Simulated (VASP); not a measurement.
Given:

```
CELL_PARAMETERS angstrom
      0.00000     2.77935     2.77935
      2.77935     0.00000     2.77935
      2.77935     2.77935     0.00000
ATOMIC_POSITIONS crystal
  Mg 0.00000 0.00000 0.00000
  Se 0.50000 0.50000 0.50000
```

Method: PBE0 hybrid, VASP's PBE PAW potentials (set 64) (plane waves; VASP 6.6.1). Run with 520 eV cut-off, 6×6×6 Γ-centred mesh, Gaussian smearing of 0.050 eV, potentials Mg Se.

**Question.** Give the stress tensor in GPa (positive for a compressed cell).

**Answer.** 
```
-3.31   0.00   0.00
 0.00  -3.31   0.00
 0.00   0.00  -3.31
```
The pressure is its mean diagonal, -3.31 GPa.

The compound is MgSe in the rock salt structure. This cell is one point of a volume scan, at 1.03 of the reference volume. The cell's shape comes from a PBE relaxation.
